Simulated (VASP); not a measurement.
A run of VASP 6.6.1 is set up as follows.

Contents of INCAR:

```
  ALGO = Normal
  EDIFF = 1E-7
  ENCUT = 520
  GGA = PS
  ISIF = 2
  ISMEAR = -1
  LASPH = T
  LCHARG = T
  LELF = T
  LREAL = Auto
  LVHAR = T
  LWAVE = F
  NBANDS = 81
  NELM = 60
  PREC = Accurate
  SIGMA = 0.02
```

Contents of KPOINTS:

```
k-points
0
Gamma
  1 1 1
```

File POSCAR:

```
H22C6S5O6
1.0
    8.7328920000      0.0000000000      0.0000000000
    0.0000000000      8.7328920000      0.0000000000
    0.0000000000      0.0000000000      8.7328920000
S H O C
5 22 6 6
Direct
    0.1444882176      0.6784808515      0.5158886655
    0.3257569199      0.4576605322      0.8749907820
    0.5669255958      0.2012964319      0.9057480615
    0.9115995022      0.3270623294      0.7303766038
    0.6649572673      0.7353234186      0.7166469023
    0.0981118282      0.8270685129      0.5174345452
    0.2817966832      0.7112191471      0.4570421803
    0.2393708751      0.5775177341      0.9151492999
    0.2956752471      0.5088348739      0.7249832014
    0.4728788585      0.0833744423      0.9083474295
    0.6812176310      0.1119903922      0.9822977314
    0.9836603957      0.4505952896      0.7932652780
    0.7946737461      0.4262161950      0.6677513016
    0.7898299899      0.6448379300      0.7590269066
    0.5889228906      0.6641213472      0.8393439424
    0.7323461689      0.4990099500      0.2439054554
    0.7152956890      0.6679574189      0.3750647552
    0.4190364429      0.1281133444      0.2019376857
    0.2623758544     -0.0247798782      0.1876468872
    0.1687299007      0.9998864065      0.6589455131
    0.0337803330      0.8712577689      0.7446559513
    0.0768817478      0.2461612946      0.4690313358
    0.2288359916      0.1798602342      0.3336809845
    0.8284655301      0.0431815715      0.6130844169
    0.7608247073      0.1426675150      0.4287583082
    1.0247578923      0.8365499081      0.1697948400
    0.9678809723      0.8808765756     -0.0275853635
    0.6009693009      0.6806107301      0.1676535104
    0.4377129592     -0.0518728504      0.3423379105
    0.2283092474      0.9323486424      0.8776703067
    0.2971638719      0.2337713555      0.5486269611
    0.9077290776     -0.0075003790      0.3876837135
    1.0054973770      0.6593806496      0.0049926187
    0.6822253155      0.6111148518      0.2652042416
    0.3778358876      0.0162374618      0.2401724423
    0.1400910489      0.9349365594      0.7676723816
    0.1930517405      0.2119916289      0.4517976405
    0.8329657575      0.0545065712      0.4906049451
    1.0102151727      0.7890169717      0.0518613994
```

Potentials or basis: VASP PAW PBE potentials, release 64 (S, H, O, C).

Launch:

```bash
$ cat potpaw_PBE.64/S/POTCAR potpaw_PBE.64/H/POTCAR potpaw_PBE.64/O/POTCAR potpaw_PBE.64/C/POTCAR > POTCAR
$ mpirun -np 1 vasp_gam > vasp.out
```

Q: Predict the largest force.

A: 4.712 eV/Å.

Q: Estimate the pressure.

A: -0.6 GPa.

Q: Estimate the band gap on the k mesh.

A: 2.38 eV, direct.

Forces in eV/Å, atoms in the order of the input:
```
S   -0.517 -0.215  0.226
S   -0.236  0.558 -1.394
S    1.960 -0.384  0.895
S   -1.206  1.388 -0.542
S    0.427 -1.203  1.093
H    0.058 -0.138 -0.389
H    0.477  0.324 -0.235
H   -0.277  0.321  0.538
H    0.335 -0.622  0.861
H   -0.778 -0.786 -0.059
H   -1.033  0.833 -0.835
H    0.136 -0.214 -0.059
H    1.108 -1.140  0.657
H   -0.484  0.671 -0.343
H    0.106  0.519 -0.678
H    0.097 -0.801 -0.291
H   -0.232 -0.009  0.053
H    0.420  0.602 -0.581
H    0.950  0.192  0.098
H    0.274  0.177  0.568
H   -0.614 -0.531  1.090
H   -1.430  0.168  0.542
H   -0.271 -0.349 -0.121
H    0.304 -0.701  1.179
H   -0.550  0.156  1.519
H    0.570 -0.789  0.317
H    0.168  0.166  0.089
O    1.862 -1.793  2.184
O    1.004 -1.160  1.331
O   -1.308 -0.117 -0.742
O   -2.304 -0.654 -1.622
O    0.824 -1.077  1.779
O    0.556 -1.279  0.347
C   -1.708  2.620 -2.038
C   -2.231  0.153 -0.865
C    1.787  0.518 -0.707
C    3.932  1.158  1.190
C   -0.667  1.588 -4.386
C   -1.510  1.851 -0.668
```

Caveat: the standard files for N, O and F lose accuracy on very short bonds; the PAW data sets were made with another functional, which shifts forces and pressure a little.
